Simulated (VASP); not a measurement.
These are SCAN meta-GGA, VASP's PBE PAW potentials (set 64) (plane waves; VASP 6.6.1) values and carry that method's errors.

The input files of a VASP run:

File POSCAR:
```
Be
1
    1.1450000000    -1.9831980000     0.0000000000
    1.1450000000     1.9831980000     0.0000000000
    0.0000000000     0.0000000000     3.5800000000
Be
2
Direct
  0.3333330000   0.6666670000   0.2500000000
  0.6666670000   0.3333330000   0.7500000000
```

File KPOINTS:
```
Automatic mesh
0
Gamma
16 16 9
0 0 0
```

**INCAR**
```
SYSTEM = Be
PREC = Accurate
ENCUT = 520
EDIFF = 1E-6
NELM = 100
ALGO = Normal
LREAL = .FALSE.
LASPH = .TRUE.
ISMEAR = 1
SIGMA = 0.1
METAGGA = SCAN
LMIXTAU = .TRUE.
LWAVE = .FALSE.
LCHARG = .FALSE.
IBRION = 2
ISIF = 3
NSW = 60
EDIFFG = -0.01
```

POTCAR, in this order: Be (PBE.64 set). Program: vasp_std.

Question: What will the output report for the number of irreducible k-points (NKPTS), largest plane-wave count, number of space-group operations, FFT grid (NGX, NGY, NGZ)?

Answer: 
```yaml
number of irreducible k-points (NKPTS): 150
largest_plane_wave_count: 451
number_of_space_group_operations: 24
FFT grid (NGX, NGY, NGZ): 18 × 18 × 28
```

The compound is Be in the hcp structure. This run relaxes it. Symmetry was kept, so distortions that lower it aren't found.
